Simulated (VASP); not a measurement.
```
BiB
1.0
    0.00000     2.72696     2.72696
    2.72696     0.00000     2.72696
    2.72696     2.72696     0.00000
B Bi
1 1
Direct
  0.00000   0.00000   0.00000
  0.25000   0.25000   0.25000
```

These are PBEsol GGA, VASP's PBE PAW potentials (set 64) (plane waves; VASP 6.6.1) values and carry that method's errors. Run with 620 eV cut-off, 8×8×8 Γ-centred mesh, Gaussian smearing of 0.050 eV, potentials B Bi_d.

Energy and stress use the plane-wave basis of the starting cell.

Problem. The ions, cell shape and volume at an external pressure of 5.0 GPa are relaxed. Give the cell that the relaxation ends in.

Solution. 
```
BiB
1.0
    0.00000     2.67891     2.67891
    2.67891     0.00000     2.67891
    2.67891     2.67891     0.00000
B Bi
1 1
Direct
  0.00000   0.00000   0.00000
  0.25000   0.25000   0.25000
```
Space group F-43m (216), at a tolerance of 0.03 Å.

Problem. How do energy and volume change from the first to the last step?

Solution. The energy (σ→0) changes by +15.7 meV/atom and the volume by -5.2 %, in 3 ionic steps.

```json
[
 {"step": "1", "E(σ→0) (eV)": "-9.7617", "max force (eV/Å)": "0.000", "pressure (GPa)": "0.02", "volume (Å³)": "40.56"},
 {"step": "2", "E(σ→0) (eV)": "-9.6645", "max force (eV/Å)": "0.000", "pressure (GPa)": "9.40", "volume (Å³)": "36.97"},
 {"step": "3", "E(σ→0) (eV)": "-9.7303", "max force (eV/Å)": "0.000", "pressure (GPa)": "4.98", "volume (Å³)": "38.45"}
]
```

The structure was generated: BBi was put into the zinc blende type (F-43m), which need not be its known phase. This run relaxes it under an external pressure of 5 GPa. Symmetry was kept, so distortions that lower it aren't found.
